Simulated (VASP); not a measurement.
Input:

```xyz
3
Lattice="0.0000 3.3052 3.2603 3.2591 0.0000 3.2603 3.2591 3.3052 0.0000" Properties=species:S:1:pos:R:3 pbc="T T T"
Na     1.6295     1.6526     1.6302
Na     4.8886     4.9579     4.8905
S      0.0739     0.0000     0.0000
```

These are PBE GGA, VASP's PBE PAW potentials (set 64) (plane waves; VASP 6.6.1) values and carry that method's errors. Run with 400 eV cut-off, 3×3×3 Monkhorst-Pack mesh, Gaussian smearing of 0.050 eV, potentials Na_pv S.

Give the force on each atom (eV/Å).

```
atom      Fx     Fy     Fz
----  ------  -----  -----
Na1    0.103  0.000  0.000
Na2    0.103  0.000  0.000
S3    -0.207  0.000  0.000
```

Give the stress tensor in GPa (positive for a compressed cell).

```
 0.33   0.00   0.00
 0.00  -0.16   0.00
 0.00   0.00   0.38
```
The pressure is its mean diagonal, 0.18 GPa.

The compound is Na2S in the antifluorite structure. The cell was not relaxed at this level, atoms are displaced from their ideal sites. The k-mesh is coarse (spacing up to 0.55 per Å, 2π included), so the numbers may not be converged in it. The run is one of a series of settings (KPOINTS 3×3×3 Monkhorst-Pack mesh against the base run), some of them coarse on purpose.
